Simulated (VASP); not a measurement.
# LiZr4N3 (P6_3/mmc) in VASP: further runs, part 2 of 2

VASP 6.6.1.

## Step 3: Single point, PBE, collinear spin, ferromagnetic start

Contents of INCAR:

```
SYSTEM = LiZr4N3
ALGO     = Normal         ! electronic algorithm
EDIFF    = 1E-6           ! SCF threshold, eV
ENCUT    = 520            ! plane-wave cutoff, eV
GGA      = PE             ! functional
ISIF     = 2              ! what is computed and relaxed
ISMEAR   = 0              ! smearing method
ISPIN    = 2              ! spin polarisation
KPAR     = 8            
LASPH    = .True.         ! aspherical terms in the spheres
LCHARG   = .False.        ! write CHGCAR
LMAXMIX  = 4              ! l up to which the mixer works
LORBIT   = 11             ! projections on sites
LREAL    = .False.        ! projectors in reciprocal space
LWAVE    = .False.        ! write WAVECAR
MAGMOM   = 0 0 1.5 1.5 1.5 1.5 1.5 1.5 1.5 1.5 0 0 0 0 0 0 ! initial moments
NELM     = 150            ! most SCF steps
PREC     = Accurate       ! precision mode
SIGMA    = 0.1            ! smearing width, eV
```

Contents of KPOINTS:

```
k-points
0
Gamma
  10 10 2
  0 0 0
```

Contents of POSCAR:

```
LiZr4N3
1.0
    3.2431700000      0.0000000000      0.0000000000
   -1.6215850000      2.8086670000      0.0000000000
    0.0000000000      0.0000000000     26.4401100000
Li Zr N
2 8 6
Direct
    0.6666670000      0.3333330000      0.7500000000
    0.3333330000      0.6666670000      0.2500000000
    0.0000000000      0.0000000000      0.8515840000
    0.6666670000      0.3333330000      0.9484030000
    0.0000000000      0.0000000000      0.1484160000
    0.3333330000      0.6666670000      0.0515970000
    0.0000000000      0.0000000000      0.6484160000
    0.6666670000      0.3333330000      0.5515970000
    0.0000000000      0.0000000000      0.3515840000
    0.3333330000      0.6666670000      0.4484030000
    0.3333330000      0.6666670000      0.8994190000
    0.6666670000      0.3333330000      0.1005810000
    0.0000000000      0.0000000000      0.0000000000
    0.3333330000      0.6666670000      0.6005810000
    0.6666670000      0.3333330000      0.3994190000
    0.0000000000      0.0000000000      0.5000000000
```

Potentials or basis: VASP PAW PBE potentials, release 64 (Li_sv, Zr_sv, N).

Launch:

```sh
> cat potpaw_PBE.64/Li_sv/POTCAR potpaw_PBE.64/Zr_sv/POTCAR potpaw_PBE.64/N/POTCAR > POTCAR
> mpirun -np 8 vasp_std > vasp.out
```

OUTCAR:

```text
SYSTEM = LiZr4N3
   EDIFF = 1E-6
   ENCUT = 520
   GGA = PE
   ISIF = 2
   ISMEAR = 0
   ISPIN = 2
   LASPH = .True.
   LORBIT = 11
   LREAL = .False.
   NELM = 150
   PREC = Accurate

 ion  position               nearest neighbor table
   1  0.667  0.333  0.750-
   2  0.333  0.667  0.250-
   3  0.000  0.000  0.852-  11 2.26  11 2.26  11 2.26   4 3.17   4 3.17   4 3.17
   4  0.667  0.333  0.948-  11 2.28  11 2.28  11 2.28  13 2.32  13 2.32  13 2.32   3 3.17   3 3.17
                             3 3.17   6 3.31   6 3.31   6 3.31
   5  0.000  0.000  0.148-  12 2.26  12 2.26  12 2.26   6 3.17   6 3.17   6 3.17
   6  0.333  0.667  0.052-  12 2.28  12 2.28  12 2.28  13 2.32  13 2.32  13 2.32   5 3.17   5 3.17
                             5 3.17   4 3.31   4 3.31   4 3.31
[... 4176 lines left out ...]
     -0.00000      1.87245      1.36423         0.000000     -0.000000      0.001748
[... 8 lines left out ...]
      1.62159      0.93622     10.56068         0.000000     -0.000000     -0.006888
      0.00000      0.00000     13.22006        -0.000000     -0.000000      0.000000
 -----------------------------------------------------------------------------------
    total drift:                                0.001824     -0.001053      0.004027

  FREE ENERGIE OF THE ION-ELECTRON SYSTEM (eV)
  ---------------------------------------------------
  free  energy   TOTEN  =      -142.0851091966 eV

  energy  without entropy=     -142.0400240585  energy(sigma->0) =     -142.06256663

 total charge

# of ion       s       p       d       tot
------------------------------------------
    1        2.030   0.048   0.000   2.078
    2        2.030   0.048   0.000   2.078
    3        2.177   6.007   1.620   9.804
    4        2.159   6.030   1.670   9.859
    5        2.177   6.007   1.620   9.804
    6        2.159   6.030   1.670   9.859
[... 8 lines left out ...]
   15        1.250   2.460   0.000   3.709
   16        1.239   2.465   0.000   3.704
--------------------------------------------------
tot         28.881  63.014  13.160 105.055

 magnetization (x)

# of ion       s       p       d       tot
------------------------------------------
    1       -0.000  -0.000   0.000  -0.000
    2       -0.000  -0.000   0.000  -0.000
    3       -0.000  -0.000  -0.001  -0.001
    4       -0.000   0.000   0.000   0.000
    5       -0.000  -0.000  -0.001  -0.001
    6       -0.000   0.000   0.000   0.000
[... 8 lines left out ...]
   15       -0.000   0.000   0.000   0.000
   16       -0.000   0.000   0.000   0.000
--------------------------------------------------
tot         -0.000  -0.001  -0.005  -0.005
```

OSZICAR:

```text
N       E                     dE             d eps       ncg     rms          rms(c)
DAV:   1     0.142746862930E+04    0.14275E+04   -0.68348E+04  9520   0.159E+03
DAV:   2    -0.985737733621E+01   -0.14373E+04   -0.13813E+04 10852   0.476E+02
DAV:   3    -0.147297113923E+03   -0.13744E+03   -0.13545E+03 14292   0.126E+02
[... 26 lines left out ...]
DAV:  30    -0.142085102194E+03   -0.80869E-05   -0.74178E-05 10833   0.155E-02    0.146E-02
DAV:  31    -0.142085107086E+03   -0.48917E-05   -0.15582E-04 11217   0.214E-02    0.129E-02
DAV:  32    -0.142085104847E+03    0.22386E-05   -0.27776E-04 11408   0.283E-02    0.482E-03
DAV:  33    -0.142085108462E+03   -0.36144E-05   -0.31959E-05  9907   0.107E-02    0.245E-03
DAV:  34    -0.142085109197E+03   -0.73472E-06   -0.44381E-06  8560   0.427E-03
   1 F= -.14208511E+03 E0= -.14206257E+03  d E =-.450851E-01  mag=    -0.0090
```

stdout:

```text
POSCAR found type information on POSCAR LiZrN
 POSCAR found :  3 types and      16 ions
 scaLAPACK will be used
 -----------------------------------------------------------------------------
|                                                                             |
|           W    W    AA    RRRRR   N    N  II  N    N   GGGG   !!!           |
|           W    W   A  A   R    R  NN   N  II  NN   N  G    G  !!!           |
|           W    W  A    A  R    R  N N  N  II  N N  N  G       !!!           |
|           W WW W  AAAAAA  RRRRR   N  N N  II  N  N N  G  GGG   !            |
|           WW  WW  A    A  R   R   N   NN  II  N   NN  G    G                |
|           W    W  A    A  R    R  N    N  II  N    N   GGGG   !!!           |
|                                                                             |
|     For optimal performance we recommend to set                             |
|     This setting can greatly improve the performance of VASP for DFT.       |
|     The default, NCORE=1 might be grossly inefficient on modern             |
|     multi-core architectures or massively parallel machines. Do your        |
|     Unfortunately you need to use the default for GW and RPA                |
|     calculations (for HF NCORE is supported but not extensively tested      |
|     yet).                                                                   |
|                                                                             |
 -----------------------------------------------------------------------------

 LDA part: xc-table for (Slater+PW92), standard interpolation
 POSCAR, INCAR and KPOINTS ok, starting setup
 FFT: planning ... GRIDC
 FFT: planning ... GRID_SOFT
 FFT: planning ... GRID
 WAVECAR not read
 entering main loop
```

It took 9.2 min on 8 MPI ranks of Intel Xeon Platinum 8488C (Sapphire Rapids), shared host; peak memory 0.94 GiB.

Results:

- Free energy: -142.0851 eV
- Largest force: 0.007 eV/Å
- Band gap on the k mesh: none (metal or under the smearing width)
- Net moment: -0.01 μB per cell
- Valence electrons inside the program's atomic spheres: Li 2.08; Zr 9.80, 9.86; N 3.71, 3.70

Forces in eV/Å, atoms in the order of the input:
```
Li   0.000  0.000  0.000
Li   0.000  0.000  0.000
Zr   0.000  0.000  0.000
Zr   0.000  0.000 -0.002
Zr   0.000  0.000  0.000
Zr   0.000  0.000  0.002
Zr   0.000  0.000  0.000
Zr   0.000  0.000  0.002
Zr   0.000  0.000  0.000
Zr   0.000  0.000 -0.002
N    0.000  0.000 -0.007
N    0.000  0.000  0.007
N    0.000  0.000  0.000
N    0.000  0.000  0.007
N    0.000  0.000 -0.007
N    0.000  0.000  0.000
```
